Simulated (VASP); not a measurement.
Data:

```
MgPt5
1.0
    2.75412    -0.00063     0.00027
   -1.36791     5.15270     0.01111
   -0.01231    -1.88210     6.36781
Mg Pt
1 5
Cartesian
  1.36869  -0.21490   4.59120
  0.00836   0.00445   0.01850
 -0.00391   2.72789   0.28488
  1.38111   1.09335   2.12410
  1.37386   3.85509   2.52525
  0.00079   2.19503   4.28326
```

Calculation: PBEsol GGA, VASP's PBE PAW potentials (set 64) (plane waves; VASP). Run with 400 eV cut-off, Gaussian smearing of 0.050 eV, potentials Mg Pt.

Task: Give the energies of bands 17 to 30 at the high-symmetry points, in eV from the Fermi level.

Result: 
```tsv
band	Γ	X	Z	T2	V2
17	-2.45	-2.06	-3.05	-2.63	-2.40
18	-2.28	-2.02	-2.60	-2.59	-2.20
19	-2.07	-1.53	-2.57	-2.29	-1.95
20	-1.75	-0.96	-2.51	-2.23	-1.58
21	-1.58	-0.83	-1.81	-1.75	-1.28
22	-1.35	-0.76	-1.44	-1.02	-0.52
23	-0.97	-0.28	-1.27	-1.01	-0.29
24	-0.91	0.21	-0.93	-0.97	0.27
25	-0.75	0.29	-0.61	-0.88	0.44
26	-0.69	1.16	-0.22	-0.78	1.42
27	-0.62	1.40	0.08	-0.68	1.92
28	-0.31	1.73	0.28	-0.30	2.12
29	-0.18	1.99	0.56	0.06	2.93
30	1.04	4.10	1.40	2.64	3.33
```

It has no gap at this level: it comes out as a metal or semimetal.

The structure comes from a computed database's MgPt5 entry; how it stands against other phases isn't given here. It was relaxed first.
